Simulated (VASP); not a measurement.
Data:

```
ZrS2
1.0
    1.81484    -3.14340     0.00000
    1.81484     3.14340     0.00000
    0.00000     0.00000     5.82561
Zr S
1 2
Direct
  0.00000   0.00000   0.00000
  0.33333   0.66667   0.24949
  0.66667   0.33333   0.75051
```

Computed with PBEsol GGA, VASP's PBE PAW potentials (set 64) (plane waves; VASP 6.6.1). Numerical set-up: 480 eV cut-off, 6×6×4 Γ-centred mesh, Gaussian smearing of 0.050 eV, potentials Zr_sv S.

Energy and stress use the plane-wave basis of the starting cell. Without a dispersion term in the relaxation, distances and binding between the weakly bound layers, chains or molecules are unreliable, and so is what depends on them.

Q: The ions, cell shape and volume at an external pressure of 15.0 GPa are relaxed. Which structure does the run end with?

A: 
```
ZrS2
1.0
    1.71613    -2.97242     0.00000
    1.71613     2.97242     0.00000
    0.00000     0.00000     5.19852
Zr S
1 2
Direct
  0.00000   0.00000   0.00000
  0.33333   0.66667   0.28810
  0.66667   0.33333   0.71190
```
Space group P-3m1 (164), at a tolerance of 0.03 Å.

Q: How do energy and volume change from the first to the last step?

A: The energy (σ→0) changes by +155.5 meV/atom and the volume by -20.2 %, in 18 ionic steps.

The compound is ZrS2 in the 1T layered structure. This run relaxes it under an external pressure of 15 GPa. Symmetry was kept, so distortions that lower it aren't found. The k-mesh is coarse (spacing up to 0.35 per Å, 2π included), so the numbers may not be converged in it.
